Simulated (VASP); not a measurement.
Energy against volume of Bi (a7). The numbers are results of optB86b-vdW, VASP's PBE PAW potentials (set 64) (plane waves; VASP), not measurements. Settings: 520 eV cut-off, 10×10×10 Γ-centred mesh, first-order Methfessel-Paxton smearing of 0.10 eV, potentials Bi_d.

Shape and ions are relaxed at each volume.

```csv
V (Å³/atom),E (eV/atom)
34.263,-0.64121
35.323,-0.64567
36.383,-0.64313
37.442,-0.63510
```

Question: Fit these four points and predict the energy of the run at 33.204 Å³/atom.

Answer: A cubic in V^(−2/3), the third-order Birch-Murnaghan form, passes through the four points with V0 = 35.43 Å³/atom and B0 = 34 GPa, and gives -0.6279 eV/atom there. The run gave -0.6280 eV/atom, -0.0 meV/atom from the fit; all five points give B0 = 34 GPa.

The compound is Bi in the a7 structure. It was relaxed first.
